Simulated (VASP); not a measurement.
Output of a VASP run:

**OUTCAR**
```
 ion  position               nearest neighbor table
   1  0.000  0.000  0.000-   4 1.77   5 1.77   4 1.77   5 1.77   3 1.81   6 1.81
   2  0.500  0.500  0.500-   3 1.77   6 1.77   3 1.77   6 1.77   5 1.81   4 1.81
   3  0.306  0.306  0.000-   2 1.77   2 1.77   1 1.81
   4  0.806  0.194  0.500-   1 1.77   1 1.77   2 1.81
   5  0.194  0.806  0.500-   1 1.77   1 1.77   2 1.81
   6  0.694  0.694  0.000-   2 1.77   2 1.77   1 1.81
  LATTYP: Found a simple tetragonal cell.
 ALAT       =     4.1940003717
 C/A-ratio  =     0.6391733966
 Subroutine PRICEL returns:
 Original cell was already a primitive cell.
 Subroutine GETGRP returns: Found 16 space group operations
The static configuration has the point symmetry D_2h.
 The point group associated with its full space group is D_4h.
The dynamic configuration has the point symmetry D_2h.
 Subroutine INISYM returns: Found 16 space group operations
 Subroutine IBZKPT returns following result:
 Found     24 irreducible k-points:

 Following reciprocal coordinates:
            Coordinates               Weight
  0.000000  0.000000  0.000000      1.000000
  0.200000  0.000000  0.000000      4.000000
  0.400000  0.000000  0.000000      4.000000
  0.200000  0.200000  0.000000      4.000000
  0.400000  0.200000  0.000000      8.000000
  0.400000  0.400000  0.000000      4.000000
  0.000000  0.000000  0.142857      2.000000
  0.200000  0.000000  0.142857      8.000000
  0.400000  0.000000  0.142857      8.000000
  0.200000  0.200000  0.142857      8.000000
  0.400000  0.200000  0.142857     16.000000
  0.400000  0.400000  0.142857      8.000000
  0.000000  0.000000  0.285714      2.000000
  0.200000  0.000000  0.285714      8.000000
  0.400000  0.000000  0.285714      8.000000
  0.200000  0.200000  0.285714      8.000000
  0.400000  0.200000  0.285714     16.000000
  0.400000  0.400000  0.285714      8.000000
  0.000000  0.000000  0.428571      2.000000
  0.200000  0.000000  0.428571      8.000000
  0.400000  0.000000  0.428571      8.000000
  0.200000  0.200000  0.428571      8.000000
  0.400000  0.200000  0.428571     16.000000
  0.400000  0.400000  0.428571      8.000000
   k-points           NKPTS =     24   k-points in BZ     NKDIM =     24   number of bands    NBANDS=     20
   number of dos      NEDOS =    301   number of ions     NIONS =      6
   total plane-waves  NPLWV =  20480
   dimension x,y,z NGX =    32 NGY =   32 NGZ =   20
   dimension x,y,z NGXF=    64 NGYF=   64 NGZF=   40
   ions per type =               2   4
   PREC   = accura    normal or accurate (medium, high low for compatibility)
   ISTART =      0    job   : 0-new  1-cont  2-samecut
   ICHARG =      2    charge: 1-file 2-atom 10-const
   ISPIN  =      1    spin polarized calculation?
   LNONCOLLINEAR =      F non collinear calculations
   LSORBIT =      F    spin-orbit coupling
   INIWAV =      1    electr: 0-lowe 1-rand  2-diag
   ENCUT  =  520.0 eV  38.22 Ry    6.18 a.u.   7.80  7.80  4.98*2*pi/ulx,y,z
   NELM   =    100;   NELMIN=  2; NELMDL= -5     # of ELM steps
   EDIFF  = 0.1E-05   stopping-criterion for ELM
   LREAL  =      F    real-space projection
   NLSPLINE    = F    spline interpolate recip. space projectors
   LMAXMIX     =    2 max onsite mixed and CHGCAR
   VOSKOWN=      0    Vosko Wilk Nusair interpolation
   EDIFFG = -.2E-01   stopping-criterion for IOM
   NSW    =     60    number of steps for IOM
   NBLOCK =      1;   KBLOCK =     60    inner block; outer block
   IBRION =      2    ionic relax: 0-MD 1-quasi-New 2-CG
   NFREE  =      1    steps in history (QN), initial steepest desc. (CG)
   ISIF   =      3    stress and relaxation
   ISYM   =      2    0-nonsym 1-usesym 2-fastsym
   TEIN   =    0.0    initial temperature
   TEBEG  =    0.0;   TEEND  =   0.0 temperature during run
   SMASS  =  -3.00    Nose mass-parameter (am)
   PSTRESS=    0.0 pullay stress
   NELECT =      32.0000    total number of electrons
   EFERMI =   0.00;   METHOD = LEGACY
   ISMEAR =     0;   SIGMA  =   0.05  broadening in eV -4-tet -1-fermi 0-gaus
...
```

### OSZICAR
```
       N       E                     dE             d eps       ncg     rms          rms(c)
DAV:   1     0.161120509807E+03    0.16112E+03   -0.18041E+04   960   0.153E+03
DAV:   2    -0.451935589628E+02   -0.20631E+03   -0.19913E+03  1292   0.322E+02
DAV:   3    -0.519259863909E+02   -0.67324E+01   -0.67129E+01  1152   0.622E+01
DAV:   4    -0.519796036054E+02   -0.53617E-01   -0.53543E-01  1140   0.628E+00
DAV:   5    -0.519802024209E+02   -0.59882E-03   -0.59870E-03  1120   0.643E-01    0.170E+01
DAV:   6    -0.479618082788E+02    0.40184E+01   -0.15644E+01  1076   0.278E+01    0.819E+00
DAV:   7    -0.479423660587E+02    0.19442E-01   -0.45264E-01  1148   0.472E+00    0.299E+00
DAV:   8    -0.479411122831E+02    0.12538E-02   -0.18045E-02  1080   0.139E+00    0.101E+00
DAV:   9    -0.479439134990E+02   -0.28012E-02   -0.63391E-03  1120   0.852E-01    0.314E-01
DAV:  10    -0.479441287755E+02   -0.21528E-03   -0.63683E-04  1132   0.215E-01    0.438E-02
DAV:  11    -0.479440948705E+02    0.33905E-04   -0.16053E-04  1112   0.958E-02    0.575E-03
DAV:  12    -0.479440964997E+02   -0.16292E-05   -0.78484E-06  1092   0.215E-02    0.593E-03
DAV:  13    -0.479440964257E+02    0.74016E-07   -0.11481E-06   672   0.874E-03
   1 F= -.47944096E+02 E0= -.47944096E+02  d E =-.479441E+02
       N       E                     dE             d eps       ncg     rms          rms(c)
DAV:   1    -0.479441970113E+02   -0.10051E-03   -0.82194E-02   984   0.243E+00    0.926E-02
DAV:   2    -0.479442639316E+02   -0.66920E-04   -0.21762E-03  1132   0.373E-01    0.357E-02
DAV:   3    -0.479442291471E+02    0.34784E-04   -0.47315E-05  1132   0.657E-02    0.166E-02
DAV:   4    -0.479442224489E+02    0.66982E-05   -0.24330E-05  1128   0.437E-02    0.321E-03
DAV:   5    -0.479442225590E+02   -0.11002E-06   -0.27413E-06   868   0.130E-02
   2 F= -.47944223E+02 E0= -.47944223E+02  d E =-.126133E-03
```

File OUTCAR:
```
------------------------ aborting loop because EDIFF is reached ----------------------------------------
  FORCE on cell =-STRESS in cart. coord.  units (eV):
  Direction    XX          YY          ZZ          XY          YZ          ZX
  --------------------------------------------------------------------------------------
  Total        0.0414790      0.0414790     -0.0331688      0.0000000      0.0000000      0.0000000
  in kB        1.4084333      1.4084333     -1.1262569      0.0000000      0.0000000      0.0000000
  external PRESSURE =       0.5635366 kB  Pullay stress =       0.0000000 kB
  volume of cell :       47.18
      direct lattice vectors                 reciprocal lattice vectors
     4.195603763 -0.000000000  0.000000000     0.238344719  0.000000000  0.000000000
     0.000000000  4.195603763  0.000000000     0.000000000  0.238344719  0.000000000
     0.000000000  0.000000000  2.680485025     0.000000000  0.000000000  0.373066811
 POSITION                                       TOTAL-FORCE (eV/Angst)
 -----------------------------------------------------------------------------------
      4.19560      4.19560      0.00000        -0.000000      0.000000      0.000000
      2.09780      2.09780      1.34024        -0.000000      0.000000      0.000000
      1.28425      1.28425      0.00000        -0.009613     -0.009613     -0.000000
      3.38205      0.81355      1.34024        -0.009613      0.009613      0.000000
      0.81355      3.38205      1.34024         0.009613     -0.009613     -0.000000
      2.91136      2.91136      2.68049         0.009613      0.009613      0.000000
 -----------------------------------------------------------------------------------
    total drift:                                0.000000      0.000000     -0.000000
  FREE ENERGIE OF THE ION-ELECTRON SYSTEM (eV)
  ---------------------------------------------------
  free  energy   TOTEN  =       -47.9442225590 eV

  energy  without entropy=      -47.9442225590  energy(sigma->0) =      -47.94422256

 reached required accuracy - stopping structural energy minimisation
```
(Selected blocks of OUTCAR.)

POSCAR:
```
SiO2
1
    4.1940003717     0.0000000000     0.0000000000
    0.0000000000     4.1940003717     0.0000000000
    0.0000000000     0.0000000000     2.6806934631
Si O
2 4
Direct
  0.0000000000   0.0000000000   0.0000000000
  0.5000000000   0.5000000000   0.5000000000
  0.3057825351   0.3057825351   0.0000000000
  0.8057825351   0.1942174649   0.5000000000
  0.1942174649   0.8057825351   0.5000000000
  0.6942174649   0.6942174649   0.0000000000
```

Write an INCAR and KPOINTS that could have produced this output.

One answer among several that fit: the input of the run itself, AM05 GGA, plane waves, VASP's PBE PAW potentials (set 64).

File KPOINTS:
```
Automatic mesh
0
Gamma
5 5 7
0 0 0
```

INCAR:
```
SYSTEM = SiO2
PREC = Accurate
ENCUT = 520
EDIFF = 1E-6
NELM = 100
ALGO = Normal
LREAL = .FALSE.
LASPH = .TRUE.
ISMEAR = 0
SIGMA = 0.05
GGA = AM
LWAVE = .FALSE.
LCHARG = .FALSE.
IBRION = 2
ISIF = 3
NSW = 60
EDIFFG = -0.02
```

POTCAR, in this order: Si O (PBE.64 set). Program: vasp_std.

The compound is SiO2 in the rutile structure, stishovite, a high-pressure form. This run relaxes it. Symmetry was kept, so distortions that lower it aren't found. The start is the result of an earlier pass.
